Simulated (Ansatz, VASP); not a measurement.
# Nb2NF2 (Nb2NF2 MXene monolayer) in two plane-wave programs

One calculation is typed for both programs; each brings its own data sets. How far apart do they land? The structure shown is the start of the Ansatz relaxation below; VASP solves that cell, so the two are compared at the walk's first step.

Program: Ansatz 0.2.0. Level of theory: plane waves, with VASP 6.6.1 beside it; single point at PBE with D3(BJ). Results are calculated unless marked as measured.

## 1. The starting structure

The cell holds 5 atoms: 2 F, 2 Nb and 1 N. Cell: a = 3.079 Å, b = 3.079 Å, c = 39.956 Å, α = 90.0°, β = 90.0°, γ = 120.0°. Vacuum lies along c.

## 2. Ansatz: relaxation, PBE with D3(BJ)

Ansatz runs on its default PAW (the set named soft_2) files.

The two programs are compared at the cell with which this relaxation starts, whose forces are those of its first step.

input.yaml

```yaml
crystal:
  lattice:
    - [3.079076, 0.0, 0.0]
    - [-1.539538, 2.6665580362, 0.0]
    - [0.0, 0.0, 39.9555570675]
  atoms:
    - { symbol: F, position: [0.3333333333, 0.6666666667, 0.4442435872] }
    - { symbol: Nb, position: [0.6666666667, 0.3333333333, 0.4695931819], spin: 1.0 }
    - { symbol: "N", position: [0.0, 0.0, 0.5] }
    - { symbol: Nb, position: [0.3333333333, 0.6666666667, 0.5304068181], spin: 1.0 }
    - { symbol: F, position: [0.6666666667, 0.3333333333, 0.5557564128] }
  periodic: [true, true, false]
magnetization:
  spin_polarized: true
kpoints:
  mp_grid: { grid: [12, 12, 1] }
hamiltonian:
  xc: pbe
  dispersion: d3bj
scf:
  occupations: { method: fermi_dirac, width: 0.05 }
  convergence: { dr2_threshold: 1.0e-09 }
relax:
  f_tol: 0.004
  max_steps: 90
  cell: {}
output:
  write_potential: true
  write_density: true
  volumetric_format: npy
```

Command:

```
$ ansatz run input.yaml --threads 2 --pin off --max-ram 3072MiB --backend cpu --events-out ev --progress --plain --runs-dir out
```

Numbers of over 12 decimals in the logs are rounded to 6 here.

The program printed:

```text
Warning: relax.cell: scf.convergence.dr2_threshold = 1e-9 eV is looser than the 2.39276660776e-10 eV advised for a relaxation that steers and ends on the stress (1e-10 eV for each atom of the cell: 5, times the square of relax.cell.stress_2d_tol = 0.05 N/m over 14.5 Å (the atoms' height at the walk's start and 5 Å past either face), 3.459e-2 GPa, over a crystal's default 0.05). What an SCF threshold leaves in a stress goes as its square root, and in the free energy as the threshold itself, and one threshold admits the most on a small cell: [figures from the program's tests cut] Set scf.convergence.dr2_threshold to 2.39276660776e-10 eV or tighter. [rest of the remark cut]
Engine: ansatz 0.2.0, x86_64-unknown-linux-gnu
Pseudopotentials: kind: paw
Pseudopotential: F, paw, valence charge 7, recommended cutoff 420 eV (normal), F.paw.azcp
Pseudopotential: Nb, paw, valence charge 13, recommended cutoff 420 eV (normal), Nb.paw.azcp
Pseudopotential: N, paw, valence charge 5, recommended cutoff 420 eV (normal), N.paw.azcp
Functional definition: PBE
  parameter kappa = 0.804
  parameter beta = 0.066725
  exchange = pbe_x(kappa = kappa, mu = beta*pi^2/3)
  correlation = pbe_c(beta = beta)
Crystal: 5 atoms, lattice volume = 328.056 Å³
Basis set: ecut = 420 eV, 6373 PW (Γ), exchange–correlation on 48×48×540 points (8 copies of the dense FFT grid, shifted against one another)
Bands: 29, of which v1, the nominal top of the filled ones, is band 23 counted from 1 (22 counted from 0)
Symmetry: 12 space group operations
Space group: P-3m1 (ITA 164), of the structure as read, at distance tolerance 6.9e-5 Å
Magnetic group: BNS 164.85 (UNI 1315), of the structure as read, at distance tolerance 6.9e-5 Å
k-points: 19 of 144
Non-local potential: F, projectors of the file, l = 0: 2, l = 1: 2, l = 2: 1
Non-local potential: Nb, projectors of the file, l = 0: 3, l = 1: 2, l = 2: 2, l = 3: 1
Non-local potential: N, projectors of the file, l = 0: 2, l = 1: 2, l = 2: 1
PAW form: soft (Blöchl's): semilocal exchange-correlation on the pseudo side does not see the compensation charge
PAW one-centre angular grid: F, 110 points (default); XC on 64 Gauss nodes
PAW one-centre angular grid: Nb, 590 points (default); XC on 64 Gauss nodes
PAW one-centre angular grid: N, 110 points (default); XC on 64 Gauss nodes
Initial density: superposition of atomic densities (neutral atoms: chi_scale 0, normalization atom)
Starting moments: Σ|m| = 2 μB on 2 of 5 sites
Initial wavefunctions: pseudopotential atomic-orbital guess
Functional: x = pbe(κ = 0.804, μ = 0.219515), c = pbe(β = 0.066725)
SCF iter   1: F=—  HF=-11112.593704 eV  |F-HF|=—  |Δ(HF+E_count)|=         —  Δρ=3.68e-2 (↑3.68e-2 ↓3.29e-2)  dr2=2.35e1  dr2_m=8.93e-2  M=1.055 μB ∫|m|=1.067 μB  β_m=0.30  ethr=3.10e-3  ⟨swp⟩=15.1  Hψ=8859  notcnv=0
Mixer restart at iter 1: flushing history
preconditioner: auto → LDOS  [metal: Δε(μ)=0.040 eV  Ē_g=11.273 eV  σ=0.050 eV  W_gap=0.19  n_scr=24 (ndim 8)  ℏωp=10.3 eV  f_vac=0.804  D(μ)=3.43/eV (n_scr^D=16)]
spin=Collinear: LDOS preconditioning applied to the charge; magnetization (m = ρ↑ − ρ↓) channel mixes plain (no charge-response kernel on spin).
SCF iter   2: F=—  HF=-11109.641877 eV  |F-HF|=—  |Δ(HF+E_count)|=    2.95e0  Δρ=2.60e-2 (↑2.60e-2 ↓2.34e-2)  dr2=1.24e1  dr2_m=4.69e-2  M=1.024 μB ∫|m|=1.032 μB  β_m=0.58  ethr=3.10e-3  ⟨swp⟩=3.8  Hψ=2687  notcnv=0  defer=18
SCF iter   3: F=—  HF=-11107.074136 eV  |F-HF|=—  |Δ(HF+E_count)|=    2.57e0  Δρ=5.29e-3 (↑5.28e-3 ↓5.29e-3)  dr2=4.25e-1  dr2_m=4.90e-3  M=0.868 μB ∫|m|=0.871 μB  β_m=0.63  ethr=3.10e-3  ⟨swp⟩=5.4  Hψ=3367  notcnv=0  defer=18
SCF iter   4: F=—  HF=-11107.068336 eV  |F-HF|=—  |Δ(HF+E_count)|=   5.80e-3  Δρ=2.01e-3 (↑1.77e-3 ↓2.01e-3)  dr2=2.89e-2  dr2_m=1.52e-3  M=0.808 μB ∫|m|=0.811 μB  β_m=0.72  ethr=9.45e-4  ⟨swp⟩=3.9  Hψ=2447  notcnv=0  defer=10
SCF iter   5: F=—  HF=-11107.080908 eV  |F-HF|=—  |Δ(HF+E_count)|=         —  Δρ=1.03e-3 (↑9.91e-4 ↓1.03e-3)  dr2=5.57e-3  dr2_m=2.54e-3  M=0.664 μB ∫|m|=0.668 μB  β_m=0.72  ethr=6.42e-5  ⟨swp⟩=5.1  Hψ=3173  notcnv=0  defer=8
SCF iter   6: F=—  HF=-11107.080891 eV  |F-HF|=—  |Δ(HF+E_count)|=   1.71e-5  Δρ=5.33e-4 (↑4.27e-4 ↓5.33e-4)  dr2=4.06e-4  dr2_m=6.07e-4  M=0.630 μB ∫|m|=0.633 μB  β_m=0.86  ethr=1.24e-5  ⟨swp⟩=3.8  Hψ=2469  notcnv=0  defer=7
[...]
iter 1 solved again at ethr=7.33e-8 eV; its pass at ethr=3.10e-3 eV (dr2=3.30e-5 eV) is discarded
SCF iter   1: F=—  HF=-11109.682730 eV  |F-HF|=—  |Δ(HF+E_count)|=         —  Δρ=1.76e-5 (↑1.76e-5 ↓1.76e-5)  dr2=6.42e-7  dr2_m=1.22e-11  M=-0.000 μB ∫|m|=0.000 μB  β_m=0.65  ethr=7.33e-8  ⟨swp⟩=8.3  Hψ=14776  notcnv=0
preconditioner: auto → LDOS  [metal: Δε(μ)=0.143 eV  Ē_g=8.845 eV  σ=0.050 eV  W_gap=0.45  n_scr=20 (ndim 8)  ℏωp=9.7 eV  f_vac=0.818  D(μ)=1.59/eV (n_scr^D=10)]
spin=Collinear: LDOS preconditioning applied to the charge; magnetization (m = ρ↑ − ρ↓) channel mixes plain (no charge-response kernel on spin).
SCF iter   2: F=—  HF=-11109.682697 eV  |F-HF|=—  |Δ(HF+E_count)|=   3.32e-5  Δρ=5.96e-6 (↑5.96e-6 ↓5.95e-6)  dr2=1.84e-7  dr2_m=3.80e-12  M=-0.000 μB ∫|m|=0.000 μB  β_m=0.50  ethr=1.43e-9  ⟨swp⟩=3.3  Hψ=2452  notcnv=0
SCF iter   3: F=—  HF=-11109.682715 eV  |F-HF|=—  |Δ(HF+E_count)|=   1.82e-5  Δρ=2.81e-6 (↑2.81e-6 ↓2.81e-6)  dr2=1.36e-8  dr2_m=2.09e-12  M=-0.000 μB ∫|m|=0.000 μB  β_m=0.59  ethr=4.09e-10  ⟨swp⟩=3.1  Hψ=1993  notcnv=0
SCF iter   4: F=—  HF=-11109.682727 eV  |F-HF|=—  |Δ(HF+E_count)|=   1.16e-5  Δρ=7.48e-7 (↑7.46e-7 ↓7.48e-7)  dr2=1.05e-9  dr2_m=3.55e-13  M=-0.000 μB ∫|m|=0.000 μB  β_m=0.59  ethr=3.01e-11  ⟨swp⟩=4.0  Hψ=2770  notcnv=0
SCF iter   5: F=-11109.682729 eV  HF=-11109.682729 eV  |F-HF|=1.95e-7  |Δ(HF+E_count)|=   2.03e-6  Δρ=1.30e-7 (↑1.30e-7 ↓1.30e-7)  dr2=3.94e-11  dr2_m=8.00e-14  M=-0.000 μB ∫|m|=0.000 μB  ethr=2.22e-12  ⟨swp⟩=13.8  Hψ=9868  notcnv=0
the starting moments were not kept: the SCF closed with an absolute magnetisation of 4.0e-7 μB, where they sum to 2 μB in size (2 sites). That is at most 0.1 of that sum. Measured as dr2_m measures the in/out step, that magnetisation stands 2.2e-14 eV from none, at or under the dr2_threshold of 1.0e-9 eV: it is no larger than a step whose dr2_m would equal this threshold.
SCF 12 converged in 5 iterations: F = -11109.682729 eV  dr2 = 3.94e-11
relax step  12: F+E_penalty+E_count = -11109.68272920 eV  Δ(F+E_penalty+E_count) = -1.819e-3 eV  max|allowed force component| = 2.432e-3 eV/Å  Δτ_max = 0.0000 Å  P = +0.025 N/m  Ω = 365.895 Å³  fix = [c, alpha, beta]  reactions: c +0.000 N/m  stress off target by 2.54e-2 N/m on what of the cell is left free  SCF on the basis re-selected at this cell (its energy is not comparable with the rows above)  (5 SCF iters)
basis re-selected at this cell: Δ(F+E_penalty+E_count) = -1.819e-3 eV, ΔP = +0.016 N/m vs the last step (what re-selecting the basis moved, of the pressure what is left beyond the Pulay correction that the steps carried, after the strain that the cell walked since its last selection, with what the two solves' SCF thresholds leave and, on support functions, any second-order correction that the steps lacked; it is no m [...]
WARN: The output density's exchange-correlation potential varies sharply where the density is thin. Do not read a vacuum level from v_tot or v_xc, or from such a field of the output density. On a cell that repeats whose density bears no net charge and no dipole along the vacuum's axis use v_es (v_loc + v_h of the components); under efield.dipole_correction with no amplitude use v_es + v_field, which holds any externa [...]
SCF converged after 5 iterations
Magnetization: -0.0000 μB (22.5000 up, 22.5000 down)
Absolute magnetization: 0.0000 μB (∫|ρ↑−ρ↓|, with the PAW one-centre terms)
Spin contamination: 0.0000 ħ² per cell (⟨S²⟩ above its minimum at these occupations)
Per-site moments (μB) at R_I (Å): [(-6.000752838738437e-9, 0.947267), (-4.1774734632054764e-8, 0.880877), (8.033697365998259e-8, 0.880877), (-4.177473464662167e-8, 0.880877), (-6.000752839649764e-9, 0.947267)]
Free energy (F): -11109.682729 eV
Harris-Foulkes:  -11109.682729 eV  (|F-HF|=1.95e-7)
Internal energy: -11109.669304 eV  (E = F + TS)
E sigma→0 (E₀):  -11109.676017 eV
Entropy (-TS):   -0.013425 eV (-2.685 meV/atom)
Fermi energy:    -3.907921 eV
--- Per-component energies (eV) ---
  E_band       = -1064.989707
  E_kinetic    = 1337.647985
  E_local      = -166161.129076  (includes V_loc(G=0)·N_el)
  E_nonlocal   = 433.123957
  E_hartree    = 82199.594072
  E_xc         = -571.654998
  E_vxc        = -708.196907  (∫ρ·V_xc dr)
  E_paw        = -6674.999855  (= ΣΔE_a)
  E_vpaw       = -365.628462  (= ΣTr[D̂ρ^β])
  E_aug_tail   = 0.004229  (compensation charges beyond the density's cutoff)
  E_ewald      = 78328.898132
  E_disp       = -1.153751  (pairwise vdW)
  E_smearing   = -0.013425  (= −TS)
  E_closure    = 0.000000  (closes the sum)
  Σ components = -11109.682729   (vs F -11109.682729, Δ=0.00e0)
--- Forces (eV/Å), atoms counted from 1 ---
  atom   1  F      0.00000000     0.00000000    -0.00096145
  atom   2  Nb     0.00000000    -0.00000000    -0.00243249
  atom   3  N     -0.00000000     0.00000000     0.00000000
  atom   4  Nb     0.00000000     0.00000000     0.00243249
  atom   5  F      0.00000000    -0.00000000     0.00096145
  max |Σ_I F_I| component: 3.70e-17 eV/Å
--- 2D stress c σ (N/m, compression-positive) ---
        0.025429       0.000000       0.000000
       -0.000000       0.025429       0.000000
        0.000000       0.000000       0.000000
  P = ½ c Tr σ = 0.0254 N/m
--- Band table (eV; the first three rows and the last of 38) ---
  k-point 0 ↑: bands = [... 19 lower, -9.9169, -6.1864, -6.1864, -4.0780, -3.6109, -2.7200, -2.7200, -2.3092, ... 2 higher]
  k-point 1 ↑: bands = [... 19 lower, -9.8859, -6.3235, -6.0542, -4.1294, -3.4364, -2.8298, -2.7268, -2.5429, ... 2 higher]
  k-point 2 ↑: bands = [... 19 lower, -9.8672, -6.6256, -5.6858, -4.3126, -3.3833, -2.6757, -2.5849, -2.4328, ... 2 higher]
  k-point 18 ↓: bands = [... 19 lower, -10.0298, -5.4031, -5.4031, -5.3608, -2.2404, -2.2404, -1.9602, -0.8362, ... 2 higher]
  the weakly bound empty levels are not read free of the cell's end (no_gap_told)
--- Relaxed structure (10 steps of the walk, 8 accepted, 2 SCFs on fresh bases) ---
  F+E_penalty+E_count = -11109.68272920 eV   max|allowed force component| = 2.432e-3 eV/Å   (the final SCF, on the basis selected at the relaxed cell)
  cell:  # Å, volume = 365.8950 Å³
    - [3.251804, 0, 0]
    - [-1.625902, 2.816145, 0]
    - [0, 0, 39.9555570675]
  atoms:
    - { symbol: F, position: [0.333333, 0.666667, 0.441436] }
    - { symbol: Nb, position: [0.666667, 0.333333, 0.474532] }
    - { symbol: N, position: [0, 0, 0.5] }
    - { symbol: Nb, position: [0.333333, 0.666667, 0.525468] }
    - { symbol: F, position: [0.666667, 0.333333, 0.558564] }
```

The column dr2 measures how far the density is from self-consistency, as an energy; F and HF (Harris–Foulkes) agree once it is small.

(Continued in part 2 of 2.)

[Lines on the potential files, build, host, timing and source positions are cut from VASP's logs without a mark.]

[Logs are printed without paths, hosts, clocks, repeated set-up lines and the standing remarks that a program may print on its own settings, such as how far it seeks lower states.]

[Hosts, paths, dates, database ids (printed as entryN), source tags and the programs' standing remarks are cut or masked in the printed files.]
